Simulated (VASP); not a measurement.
# RuSe: relaxation of cell and atoms with revPBE

RuSe:

```
Ru Se
1.0
     3.18769    0.00000    0.00000
     0.00000    3.18769    0.00000
     0.00000    0.00000    3.18769
Ru Se
1 1
Direct
  0.00000 0.00000 0.00000
  0.50000 0.50000 0.50000
```

The cell comes from a database or a generator and needn't be the stable form of this composition.

```yaml
Program: VASP 6.6.1
Task: relaxation of cell and atoms
Functional: revPBE
Potentials_or_basis: VASP PAW PBE potentials, release 64 (Ru_pv, Se)
Cutoff: 600 eV
k_mesh: 8 × 8 × 8
Occupations: fermi-dirac, width 0.05 eV
Spin: no spin polarisation
Further_INCAR_settings: ALGO = Normal; EDIFF = 1e-07; IBRION = 2; EDIFFG = -0.01; NSW = 40; ISIF = 3
```

- Relaxed volume: 15.52 Å³/atom
- Relaxed cell: a = 3.143 Å, b = 3.143 Å, c = 3.143 Å, α = 90.00°, β = 90.00°, γ = 90.00°
- Space group after relaxing (to 0.05 Å): Pm-3m (No. 221)
- Energy gained by relaxing: 14.6 meV/atom
- Ionic steps: 3
- Pressure after relaxing: -0.1 GPa
- Band gap on the k mesh: none (metal or under the smearing width)

Step by step:
| step | energy change (eV) | largest force (eV/Å) | pressure (GPa) | volume (Å³) |
| --- | --- | --- | --- | --- |
| 1 | 0.0000 | 0.0000 | -6.51 | 32.39 |
| 2 | 0.0199 | 0.0000 | 10.31 | 29.41 |
| 3 | -0.0292 | 0.0000 | -0.08 | 31.03 |

Final structure:
```cif
data_structure
_symmetry_space_group_name_H-M 'P 1'
_symmetry_Int_Tables_number 1
_cell_length_a 3.1425
_cell_length_b 3.1425
_cell_length_c 3.1425
_cell_angle_alpha 90.000
_cell_angle_beta 90.000
_cell_angle_gamma 90.000
_cell_volume 31.03
loop_
_atom_site_label
_atom_site_type_symbol
_atom_site_fract_x
_atom_site_fract_y
_atom_site_fract_z
_atom_site_occupancy
Ru1 Ru 0.00000 0.00000 0.00000 1
Se1 Se 0.50000 0.50000 0.50000 1
```

Levels at points of the mesh, in eV from the Fermi level:
```tsv
k point	band 8	band 9	band 10	band 11	band 12	band 13
(0.00, 0.00, 0.00)	-1.67	-1.67	-0.90	-0.90	-0.90	2.90
(0.50, 0.00, 0.00)	-3.24	-0.71	0.19	3.04	3.04	5.71
(0.50, 0.50, 0.00)	-1.99	-1.99	-0.86	0.04	0.22	3.27
(0.50, 0.50, 0.50)	0.29	0.29	2.56	2.56	2.56	2.79
```

Run time: 23 s on 1 thread of Intel(R) Xeon(R) 6975P-C (Granite Rapids) (shared host), peak memory 0.17 GiB.

Caveat: the PAW data sets were made with another functional, which shifts forces and pressure a little.
